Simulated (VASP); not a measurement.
Output of a VASP run:

**OSZICAR**
```
       N       E                     dE             d eps       ncg     rms          rms(c)
DAV:   1     0.113424435122E+03    0.11342E+03   -0.70175E+03   384   0.140E+03
DAV:   2    -0.481839278715E+01   -0.11824E+03   -0.10989E+03   644   0.307E+02
DAV:   3    -0.130209035819E+02   -0.82025E+01   -0.81484E+01   480   0.734E+01
DAV:   4    -0.134104820870E+02   -0.38958E+00   -0.38876E+00   700   0.223E+01
DAV:   5    -0.134199145550E+02   -0.94325E-02   -0.94311E-02   492   0.187E+00    0.953E+01
DAV:   6    -0.194697604092E+02   -0.60498E+01   -0.12481E+02   388   0.179E+02    0.348E+01
DAV:   7    -0.199410939608E+02   -0.47133E+00   -0.72320E-01   640   0.909E+00    0.242E+01
DAV:   8    -0.198820119089E+02    0.59082E-01   -0.38070E-01   460   0.666E+00    0.104E+01
DAV:   9    -0.199367925323E+02   -0.54781E-01   -0.13205E-01   608   0.463E+00    0.616E+00
DAV:  10    -0.199596315958E+02   -0.22839E-01   -0.56450E-02   440   0.245E+00    0.315E+00
DAV:  11    -0.199593226553E+02    0.30894E-03   -0.48261E-02   464   0.297E+00    0.173E+00
DAV:  12    -0.199739930994E+02   -0.14670E-01   -0.57920E-03   432   0.973E-01    0.619E-01
DAV:  13    -0.199752763397E+02   -0.12832E-02   -0.18892E-03   420   0.545E-01    0.264E-01
DAV:  14    -0.199759307939E+02   -0.65445E-03   -0.80486E-04   492   0.453E-01    0.507E-02
DAV:  15    -0.199758783253E+02    0.52469E-04   -0.47047E-05   480   0.765E-02    0.229E-02
DAV:  16    -0.199757865771E+02    0.91748E-04   -0.10669E-04   408   0.116E-01    0.187E-02
DAV:  17    -0.199760256469E+02   -0.23907E-03   -0.73377E-05   736   0.108E-01    0.199E-02
DAV:  18    -0.199760266468E+02   -0.99989E-06   -0.11298E-06   400   0.117E-02
   1 F= -.19976027E+02 E0= -.19976027E+02  d E =-.199760E+02
```

**OUTCAR**
```
------------------------ aborting loop because EDIFF is reached ----------------------------------------
  FORCE on cell =-STRESS in cart. coord.  units (eV):
  Direction    XX          YY          ZZ          XY          YZ          ZX
  --------------------------------------------------------------------------------------
  Total        0.0046833      0.0046833      0.0046833      0.0000000      0.0000000     -0.0000000
  in kB        0.0791677      0.0791677      0.0791677      0.0000000      0.0000000     -0.0000000
  external PRESSURE =       0.0791677 kB  Pullay stress =       0.0000000 kB
  volume of cell :       94.78
      direct lattice vectors                 reciprocal lattice vectors
     0.000000000  3.618781161  3.618781161    -0.138168068  0.138168068  0.138168068
     3.618781161  0.000000000  3.618781161     0.138168068 -0.138168068  0.138168068
     3.618781161  3.618781161  0.000000000     0.138168068  0.138168068 -0.138168068
  FREE ENERGIE OF THE ION-ELECTRON SYSTEM (eV)
  ---------------------------------------------------
  free  energy   TOTEN  =       -19.9760266468 eV

  energy  without entropy=      -19.9760266468  energy(sigma->0) =      -19.97602665

 reached required accuracy - stopping structural energy minimisation
```
(Selected blocks of OUTCAR.)

File POSCAR:
```
KI
1
    0.0000000000     3.6187811607     3.6187811607
    3.6187811607     0.0000000000     3.6187811607
    3.6187811607     3.6187811607    -0.0000000000
K I
1 1
Direct
  0.0000000000   0.0000000000   0.0000000000
  0.5000000000   0.5000000000   0.5000000000
```

Task: Reconstruct the remaining input files.

Result: One answer among several that fit: the input of the run itself, TPSS meta-GGA, plane waves, VASP's PBE PAW potentials (set 64).

### INCAR
```
SYSTEM = KI
PREC = Accurate
ENCUT = 520
EDIFF = 1E-6
NELM = 100
ALGO = Normal
LREAL = .FALSE.
LASPH = .TRUE.
ISMEAR = 0
SIGMA = 0.05
METAGGA = TPSS
LMIXTAU = .TRUE.
LMAXMIX = 4
LWAVE = .FALSE.
LCHARG = .FALSE.
IBRION = 2
ISIF = 3
NSW = 60
EDIFFG = -0.01
```

**KPOINTS**
```
Automatic mesh
0
Gamma
6 6 6
0 0 0
```

POTCAR, in this order: K_sv I (PBE.64 set). Program: vasp_std.

The compound is KI in the rock salt structure. It was relaxed first, which changed the volume by +7 %. The start is the result of an earlier pass.
